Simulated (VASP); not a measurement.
Computed with PBEsol GGA, VASP's PBE PAW potentials (set 64) (plane waves; VASP).

VASP input:

**INCAR**
```
ALGO=Normal
EDIFF=1E-7
ENCUT=480
GGA=PS
ISIF=2
ISMEAR=1
LASPH=.TRUE.
LCHARG=.FALSE.
LMAXMIX=4
LREAL=.FALSE.
LWAVE=.FALSE.
NELM=100
PREC=Accurate
SIGMA=0.1
SYSTEM=Ba
```

File KPOINTS:
```
Regular mesh
0
Gamma
  10 10 10
0 0 0
```

POSCAR:
```
Ba
1.0
 -2.4352463869   2.4352463869   2.4352463869
  2.4352463869  -2.4352463869   2.4352463869
  2.4352463869   2.4352463869  -2.4352463869
Ba
1
Cartesian
  0.0000000000   0.0000000000   0.0000000000
```

POTCAR, in this order: Ba_sv (PBE.64 set). Program: vasp_std.

The run wrote:

File OSZICAR:
```
       N       E                     dE             d eps       ncg     rms          rms(c)
DAV:   1     0.535287740957E+02    0.53529E+02   -0.41074E+03   846   0.852E+02
DAV:   2    -0.741881701392E-01   -0.53603E+02   -0.52742E+02  1030   0.149E+02
DAV:   3    -0.210367581698E+01   -0.20295E+01   -0.20248E+01  1048   0.331E+01
DAV:   4    -0.214986092651E+01   -0.46185E-01   -0.46087E-01  1299   0.426E+00
DAV:   5    -0.215017578073E+01   -0.31485E-03   -0.31481E-03  1161   0.276E-01    0.179E+00
DAV:   6    -0.214780680894E+01    0.23690E-02   -0.33607E-03  1199   0.652E-01    0.105E+00
DAV:   7    -0.214653211731E+01    0.12747E-02   -0.66963E-03  1104   0.898E-01    0.453E-02
DAV:   8    -0.214663000324E+01   -0.97886E-04   -0.20146E-04  1269   0.106E-01    0.810E-03
DAV:   9    -0.214663295900E+01   -0.29558E-05   -0.37410E-06  1172   0.162E-02    0.256E-03
DAV:  10    -0.214663266157E+01    0.29743E-06   -0.17003E-07  1170   0.274E-03    0.139E-03
DAV:  11    -0.214663249530E+01    0.16627E-06   -0.34160E-08   614   0.161E-03    0.279E-04
DAV:  12    -0.214663248689E+01    0.84076E-08   -0.12639E-08   554   0.863E-04
   1 F= -.21466325E+01 E0= -.21463573E+01  d E =-.825516E-03
```

**OUTCAR**
```
------------------------ aborting loop because EDIFF is reached ----------------------------------------
  FORCE on cell =-STRESS in cart. coord.  units (eV):
  Direction    XX          YY          ZZ          XY          YZ          ZX
  --------------------------------------------------------------------------------------
  Total        0.0536292      0.0536292      0.0536292     -0.0000000      0.0000000      0.0000000
  in kB        1.4873829      1.4873829      1.4873829     -0.0000000      0.0000000      0.0000000
  external PRESSURE =       1.4873829 kB  Pullay stress =       0.0000000 kB
  volume of cell :       57.77
      direct lattice vectors                 reciprocal lattice vectors
    -2.435246387  2.435246387  2.435246387     0.000000000  0.205318034  0.205318034
     2.435246387 -2.435246387  2.435246387     0.205318034  0.000000000  0.205318034
     2.435246387  2.435246387 -2.435246387     0.205318034  0.205318034  0.000000000
 POSITION                                       TOTAL-FORCE (eV/Angst)
 -----------------------------------------------------------------------------------
      0.00000      0.00000      0.00000         0.000000      0.000000      0.000000
 -----------------------------------------------------------------------------------
    total drift:                               -0.000000     -0.000000      0.000000
  FREE ENERGIE OF THE ION-ELECTRON SYSTEM (eV)
  ---------------------------------------------------
  free  energy   TOTEN  =        -2.1466324869 eV

  energy  without entropy=       -2.1458069706  energy(sigma->0) =       -2.14635731
```
(Selected blocks of OUTCAR.)

The compound is Ba in the bcc structure. This cell was strained or had an atom moved on purpose.
